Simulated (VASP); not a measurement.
AgTe4Au, 12 atoms in the cell. Symmetry: P2/c, No. 13, monoclinic system. Conventional cell: a = 8.864 Å, b = 4.478 Å, c = 10.178 Å, α = 90.00°, β = 124.44°, γ = 90.00°. Ag (site symmetry 2) is surrounded by 4 Te at 2.74 to 2.93 Å. Te (site symmetry 1) has 1 Au at 2.68 Å and 1 Te at 2.82 Å and 1 Ag at 2.93 Å as nearest neighbours. Te (site symmetry 1) has 1 Au at 2.69 Å and 1 Ag at 2.74 Å and 1 Te at 2.82 Å as nearest neighbours. Au (site symmetry -1) has 4 Te at 2.68 to 2.69 Å as nearest neighbours. 

```yaml
Program: VASP 6.6.1
Task: single point
Functional: PBEsol
Potentials_or_basis: VASP PAW PBE potentials, release 64 (Ag, Te, Au)
Cutoff: 520 eV
k_mesh: 4 × 4 × 2
Occupations: gaussian, width 0.1 eV
Spin: no spin polarisation
Dipole_correction: no
Further_INCAR_settings: ALGO = Fast; EDIFF = 1e-07; NBANDS = 58
```

Potentials or basis: VASP PAW PBE potentials, release 64 (Ag, Te, Au).

Command:

```sh
$ cat potpaw_PBE.64/Ag/POTCAR potpaw_PBE.64/Te/POTCAR potpaw_PBE.64/Au/POTCAR > POTCAR
$ mpirun -np 1 vasp_std > vasp.out
```

Hardware: 1 thread of Intel(R) Xeon(R) Platinum 8488C (Sapphire Rapids), on a shared host.

Task: How long does it take, and how much memory?

Result: Wall time 6.1 min on 1 thread of Intel(R) Xeon(R) Platinum 8488C (Sapphire Rapids), on a shared host, peak memory 0.65 GiB. Counts: scf iterations 17, k points 18.
